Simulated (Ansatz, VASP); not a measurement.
# ZnS (Wurtzite-2H): VASP beside Ansatz, part 3 of 3

One calculation is typed for both programs; each brings its own data sets. How far apart do they land? The cell is taken from a series of runs on this material, whose earlier steps may have relaxed, scaled, displaced or heated it; both programs get it as it stands.

VASP 6.6.1 and Ansatz 0.2.0.

So far: The structure; VASP: zone-centre phonons, LDA.

### 3. Ansatz: zone-centre phonons, LDA

Level of this step: Ansatz beside VASP: Kohn-Sham DFT, plane waves, LDA (Ansatz).

Ansatz runs on its PAW soft_1 files.

The same cell, functional (in two slightly different forms) and mesh now go to Ansatz, which takes its cutoff from its data sets.

File input.yaml:

```yaml
crystal:
  lattice:
    - [3.7116182767, 0.0, 0.0]
    - [-1.8558091384, 3.2143557168, 0.0]
    - [0.0, 0.0, 6.3271303985]
  atoms:
    - { symbol: S, position: [0.333333334, 0.666666666, 0.3763091216] }
    - { symbol: S, position: [0.666666666, 0.333333334, 0.8763091216] }
    - { symbol: Zn, position: [0.333333333, 0.666666667, 0.0086908784] }
    - { symbol: Zn, position: [0.666666667, 0.333333333, 0.5086908784] }
kpoints:
  mp_grid: { grid: [12, 12, 8] }
hamiltonian:
  xc: lda
  pseudopotentials: { kind: paw, azcp: { folder: soft_1 }, xc_functional: pbe }
scf:
  occupations: { method: fixed }
output:
  eigenvalues: true
phonons:
  method: dfpt
  dielectric: true
  rigid_motions: translations
```

Command:

```
$ ansatz run input.yaml --threads 4 --pin off --max-ram 16384MiB --backend cpu --events-out ev --progress --plain --runs-dir out
```

Numbers of over 12 decimals in the logs are rounded to 6 here.

The program printed:

```text
Engine: ansatz 0.2.0, aarch64-unknown-linux-gnu
Pseudopotentials: kind: paw
Pseudopotential: S, paw, valence charge 6, recommended cutoff 420 eV (normal), soft_1/S.paw.azcp
Pseudopotential: Zn, paw, valence charge 12, recommended cutoff 420 eV (normal), soft_1/Zn.paw.azcp
Functional definition: SPW92
  exchange = slater_x
  correlation = pw_c
Crystal: 4 atoms, lattice volume = 75.486 Å³
Basis set: ecut = 420 eV, 1485 PW (Γ), exchange–correlation on 50×50×96 points (8 copies of the dense FFT grid, shifted against one another)
Bands: 22, of which v1, the nominal top of the filled ones, is band 18 counted from 1 (17 counted from 0)
Symmetry: 12 space group operations
k-points: 320 of 1152 (irreducible under 2 space group operations, time reversal used)
Non-local potential: S, projectors of the file, l = 0: 2, l = 1: 2, l = 2: 1
Non-local potential: Zn, projectors of the file, l = 0: 2, l = 1: 2, l = 2: 3, l = 3: 1
PAW form: soft (Blöchl's): semilocal exchange-correlation on the pseudo side does not see the compensation charge
PAW frozen core: S, regenerated for the run's functional, and the local potential with it (the file was generated under x = pbe(κ = 0.804, μ = 0.219515), c = pbe(β = 0.066725))
PAW frozen core: Zn, regenerated for the run's functional, and the local potential with it (the file was generated under x = pbe(κ = 0.804, μ = 0.219515), c = pbe(β = 0.066725))
PAW one-centre angular grid: S, 110 points (default); XC on 64 Gauss nodes
PAW one-centre angular grid: Zn, 590 points (default); XC on 64 Gauss nodes
Initial density: superposition of atomic densities (chi_scale 0.1, normalization cell, long waves kept (reshape's long-wave potential 0.00 eV rms))
Initial wavefunctions: pseudopotential atomic-orbital guess
Functional: x = slater, c = lda
SCF iter   1: F=—  HF=-8235.054014 eV  |F-HF|=—  |Δ(HF+E_count)|=         —  Δρ=3.82e-2  dr2=6.81e-1  ethr=3.10e-3  ⟨swp⟩=5.0  Hψ=34753  notcnv=0  defer=607
preconditioner: auto → Resta (q_TF=auto, 2.412 Å⁻¹)  ε∞=6.3  [insulator: Δε(μ)=2.234 eV  Ē_g=11.114 eV  n_scr=22 (ndim 8)  ℏωp=25.6 eV  f_vac=0.002  ε∞_Penn≈6.3]
SCF iter   2: F=—  HF=-8234.892398 eV  |F-HF|=—  |Δ(HF+E_count)|=   1.62e-1  Δρ=1.56e-2  dr2=1.48e-1  ethr=1.89e-3  ⟨swp⟩=2.0  Hψ=14369  notcnv=0  defer=628
SCF iter   3: F=—  HF=-8234.859074 eV  |F-HF|=—  |Δ(HF+E_count)|=   3.33e-2  Δρ=9.90e-3  dr2=5.03e-2  ethr=4.10e-4  ⟨swp⟩=2.0  Hψ=12812  notcnv=0  defer=634
SCF iter   4: F=—  HF=-8234.843734 eV  |F-HF|=—  |Δ(HF+E_count)|=   1.53e-2  Δρ=3.03e-3  dr2=4.36e-3  ethr=1.40e-4  ⟨swp⟩=2.0  Hψ=15367  notcnv=0  defer=635
SCF iter   5: F=—  HF=-8234.843901 eV  |F-HF|=—  |Δ(HF+E_count)|=   1.67e-4  Δρ=4.55e-4  dr2=1.85e-4  ethr=1.21e-5  ⟨swp⟩=2.4  Hψ=12311  notcnv=0  defer=637
SCF iter   6: F=—  HF=-8234.843962 eV  |F-HF|=—  |Δ(HF+E_count)|=   6.13e-5  Δρ=2.34e-4  dr2=3.77e-5  ethr=5.14e-7  ⟨swp⟩=2.7  Hψ=12677  notcnv=0  defer=604
SCF iter   7: F=—  HF=-8234.843973 eV  |F-HF|=—  |Δ(HF+E_count)|=   1.06e-5  Δρ=5.18e-5  dr2=8.17e-7  ethr=1.05e-7  ⟨swp⟩=2.2  Hψ=12582  notcnv=0  defer=7
SCF iter   8: F=—  HF=-8234.843974 eV  |F-HF|=—  |Δ(HF+E_count)|=   1.54e-6  Δρ=1.70e-5  dr2=1.21e-7  ethr=2.27e-9  ⟨swp⟩=2.0  Hψ=11274  notcnv=0  defer=3
SCF iter   9: F=—  HF=-8234.843974 eV  |F-HF|=—  |Δ(HF+E_count)|=   1.42e-8  Δρ=1.83e-6  dr2=2.32e-9  ethr=3.37e-10  ⟨swp⟩=2.4  Hψ=11960  notcnv=0  defer=3
SCF iter  10: F=—  HF=-8234.843974 eV  |F-HF|=—  |Δ(HF+E_count)|=  5.66e-10  Δρ=4.94e-7  dr2=1.28e-10  ethr=6.43e-12  ⟨swp⟩=2.2  Hψ=13255  notcnv=0  defer=3
SCF iter  11: F=-8234.843974 eV  HF=-8234.843974 eV  |F-HF|=3.64e-12  |Δ(HF+E_count)|=  5.46e-12  Δρ=5.59e-8  dr2=2.26e-12  ethr=1.00e-12  ⟨swp⟩=9.2  Hψ=48696  notcnv=0
SCF 1 converged in 11 iterations: F = -8234.843974 eV  dr2 = 2.26e-12
  greatest PAW one-centre occupation: 0.983 electrons in one spin orbital (limit 2), on the Zn atom at site 3 (counted from 0), in its partial waves of l = 2
DFPT response loops at Γ: preconditioner auto → Resta (q_TF=auto, 2.412 Å⁻¹)  ε∞=5.5 (no band partly filled); β = 1.00, the filter's whole step (`scf.mixing.beta` (0.50) is not read by the response loops at its default; to damp them type it under 1.00, their step now; it binds the ground state too); Broyden in place of MSR1
── the response to a field inside a basis, on 12×12×8 k-points: an SCF that follows is theirs, and a resumed run solves both again ──
Bands: 19, of which v1, the nominal top of the filled ones, is band 18 counted from 1 (17 counted from 0)
k-points: 168 of 1152 (irreducible under 4 space group operations, time reversal used)
Initial density: handed on by an earlier stage of this run
Initial wavefunctions: pseudopotential atomic-orbital guess (no wavefunctions were taken with the density)
Eigensolver: Dense (168 Hₖ)
SCF iter   1: F=—  HF=-8234.841163 eV  |F-HF|=—  |Δ(HF+E_count)|=         —  Δρ=1.47e-4  dr2=2.85e-6  ethr=1.00e-1
preconditioner: auto → Resta (q_TF=auto, 2.412 Å⁻¹)  ε∞=8.2  [insulator: Δε(μ)=2.214 eV  Ē_g=9.569 eV  n_scr=22 (ndim 8)  ℏωp=25.6 eV  f_vac=0.024  ε∞_Penn≈8.2]
SCF iter   2: F=—  HF=-8234.841163 eV  |F-HF|=—  |Δ(HF+E_count)|=   7.79e-7  Δρ=1.29e-4  dr2=4.83e-6  ethr=7.91e-9
SCF iter   3: F=—  HF=-8234.841163 eV  |F-HF|=—  |Δ(HF+E_count)|=   2.76e-8  Δρ=2.71e-5  dr2=9.01e-8  ethr=7.91e-9
SCF iter   4: F=-8234.841163 eV  HF=-8234.841163 eV  |F-HF|=2.37e-8  |Δ(HF+E_count)|=   3.57e-7  Δρ=6.57e-6  dr2=7.45e-9  ethr=2.50e-10
SCF 1 converged in 4 iterations: F = -8234.841163 eV  dr2 = 7.45e-9
  greatest PAW one-centre occupation: 0.983 electrons in one spin orbital (limit 2), on the Zn atom at site 2 (counted from 0), in its partial waves of l = 2
DFPT response loops at Γ: preconditioner auto → Resta (q_TF=auto, 2.412 Å⁻¹)  ε∞=5.2 (no band partly filled); β = 1.00, the filter's whole step (`scf.mixing.beta` (0.50) is not read by the response loops at its default; to damp them type it under 1.00, their step now; it binds the ground state too); Broyden in place of MSR1
SCF converged after 11 iterations
Free energy (F): -8234.843974 eV
Harris-Foulkes:  -8234.843974 eV  (|F-HF|=3.64e-12)
Internal energy: -8234.843974 eV  (E = F + TS)
E sigma→0 (E₀):  -8234.843974 eV
Fermi energy:    6.173273 eV
--- Per-component energies (eV) ---
  E_band       = 11.421712
  E_kinetic    = 510.551617
  E_local      = -4490.251182  (includes V_loc(G=0)·N_el)
  E_nonlocal   = 1715.094997
  E_hartree    = 1705.815708
  E_xc         = -333.149862
  E_vxc        = -270.767113  (∫ρ·V_xc dr)
  E_paw        = -4803.948565  (= ΣΔE_a)
  E_vpaw       = -864.837451  (= ΣTr[D̂ρ^β])
  E_aug_tail   = -0.000516  (compensation charges beyond the density's cutoff)
  E_ewald      = -2542.376853
  E_core_change = 3.420682  (= ΣΔE_core)
  E_smearing   = -0.000000  (= −TS)
  E_closure    = 0.000000  (closes the sum)
  Σ components = -8234.843974   (vs F -8234.843974, Δ=0.00e0)
--- Band table (eV; the first three rows and the last of 320) ---
  k-point 0: bands = [... 14 lower, 5.2812, 5.8624, 6.1733, 6.1733, 8.1413, 9.4109, 12.1422, 12.4006]
  k-point 1: bands = [... 14 lower, 5.3121, 5.4695, 6.1356, 6.1356, 8.4983, 9.4426, 12.0673, 12.4262]
  k-point 2: bands = [... 14 lower, 5.4012, 5.4012, 6.0303, 6.0303, 9.1508, 9.5321, 11.9547, 12.5084]
  k-point 319: bands = [... 14 lower, 3.3944, 3.3944, 4.3665, 4.3665, 10.2363, 10.2363, 12.2918, 12.2918]
--- Phonons (Γ-DFPT): 4 representative perturbations + reference, on 320 of 1152 k-points (Σ response iterations 13) ---
  k mesh reduced under 2 symmetry operations, with k and −k counted as one. Each operation leaves every solved perturbation unchanged. A smaller set is not considered because the run solves the response to a homogeneous field
  ASR residual: 5.021e-5 → 0.000e0 eV/Å²; symmetrization residual: 3.582e-6 eV/Å²
  ASR residual per site (eV/Å²): 5.02e-5 5.02e-5 1.73e-5 1.73e-5
  Γ frequencies (cm⁻¹): 0.00 0.00 0.00 74.33 74.33 199.28 275.98 287.40 287.40 290.11 290.11 332.09
  ε∞ (high-frequency dielectric tensor):
        6.030332    -0.000000     0.000000
       -0.000000     6.030332     0.000000
        0.000000     0.000000     6.359995
  ε⁰ (static dielectric tensor: ions relaxed, cell fixed):
        8.489049    -0.000000     0.000000
       -0.000000     8.489049     0.000000
        0.000000     0.000000     9.589121
  ε⁰ − ε∞ (ionic part):
        2.458717    -0.000000     0.000000
       -0.000000     2.458717     0.000000
        0.000000     0.000000     3.229126
  softest optical mode at Γ: 74.33 cm⁻¹; the repairs (sum rule, projections) moved no ω² at Γ by more than (0.89 cm⁻¹)²
  Born effective charges Z* (e; rows j = field, columns β = displacement):
    site 0:
        -1.83056    0.00000   -0.00000
         0.00000   -1.83056   -0.00000
        -0.00000   -0.00000   -2.01445
    site 1:
        -1.83056    0.00000   -0.00000
         0.00000   -1.83056   -0.00000
        -0.00000    0.00000   -2.01445
    site 2:
         1.83056   -0.00000    0.00000
        -0.00000    1.83056   -0.00000
         0.00000    0.00000    2.01445
    site 3:
         1.83056   -0.00000    0.00000
        -0.00000    1.83056    0.00000
         0.00000   -0.00000    2.01445
  Z* charge neutrality: 5.919e-4 e pre-enforcement
  solved inside a basis spanned on kpoints, on 12×12×8 k-points, its susceptibility summed on 16×16×8: ε∞ is read to err by 2.3e-2, Z* by 1.3e-2 e (field_mesh: kpoints solves on kpoints); Z* is corrected for what the basis lacks
  optical modes at Γ without the LO–TO term, one row a degenerate level:
      ω (cm⁻¹)  modes    IR ((D/Å)²/amu)
         74.33      2             0.0000
        199.28      1             0.0000
        275.98      1             8.7043
[...]
optical modes at Γ + LO–TO along q̂ = [1.0000, 0.0000, 0.0000]:
      ω (cm⁻¹)  modes    IR ((D/Å)²/amu)
[...]
optical modes at Γ + LO–TO along q̂ = [0.0000, 1.0000, 0.0000]:
      ω (cm⁻¹)  modes    IR ((D/Å)²/amu)
[...]
332.09      1             0.0000
        340.99      1             7.1877
  optical modes at Γ + LO–TO along q̂ = [0.0000, 0.0000, 1.0000]:
      ω (cm⁻¹)  modes    IR ((D/Å)²/amu)
         74.33      2             0.0000
        199.28      1             0.0000
        287.40      2            14.3754
        290.11      2             0.0000
        332.09      1             0.0000
        338.87      1             8.7043
```

### 4. Differences

Known differences besides the potentials themselves: fixed occupations in Ansatz, narrow Gaussian smearing in VASP; VASP's response is taken on the typed mesh, Ansatz refines its own for the field response alone; the cutoff is 420 eV in Ansatz and 500 eV in VASP; VASP's log shows a relativistic correction to its local exchange, Ansatz's none. Total energies have different zeros and are not compared.

Compared:

```csv
quantity,Ansatz,VASP,difference
ε∞ xx,6.03,5.98,+0.81 %
ε∞ yy,6.03,5.98,+0.81 %
ε∞ zz,6.36,6.30,+0.90 %
Born charge of S1 (mean of the diagonal) (e),-1.89,-1.90,+0.01
Born charge of Zn3 (mean of the diagonal) (e),1.89,1.90,-0.01
optical mode 1 to 2 (cm⁻¹),74.3,74.0,+0.41 %
optical mode 3 (cm⁻¹),199.3,200.5,-0.61 %
optical mode 4 (cm⁻¹),276.0,277.6,-0.58 %
optical mode 5 to 6 (cm⁻¹),287.4,288.5,-0.39 %
optical mode 7 to 8 (cm⁻¹),290.1,291.2,-0.37 %
optical mode 9 (cm⁻¹),332.1,333.0,-0.29 %
```

Modes are paired by rising frequency, not by their patterns, so a pair may set unlike modes beside each other; they are those without the splitting of longitudinal modes.

### 5. Results

```json
{
 "r.m.s. difference of the optical zone-centre modes, each program's sorted by frequency (zone-centre phonons, LDA)": "1.1 cm⁻¹",
 "difference in ε∞ zz (zone-centre phonons, LDA)": "+0.9 %"
}
```

In words: The r.m.s. difference of the optical zone-centre modes, each program's sorted by frequency is 1.1 cm⁻¹ (zone-centre phonons, LDA). Among the rows given in per cent, the largest difference of the zone-centre phonons, LDA pair is in ε∞ zz, +0.9 %. How closely two codes agree says nothing of how well the functional describes the real material.

[Lines on the potential files, build, host, timing and source positions are cut from VASP's logs without a mark.]

[Logs are printed without paths, hosts, clocks, repeated set-up lines and the standing remarks that a program may print on its own settings, such as how far it seeks lower states.]

[Hosts, paths, dates, database ids (printed as entryN), source tags and the programs' standing remarks are cut or masked in the printed files.]
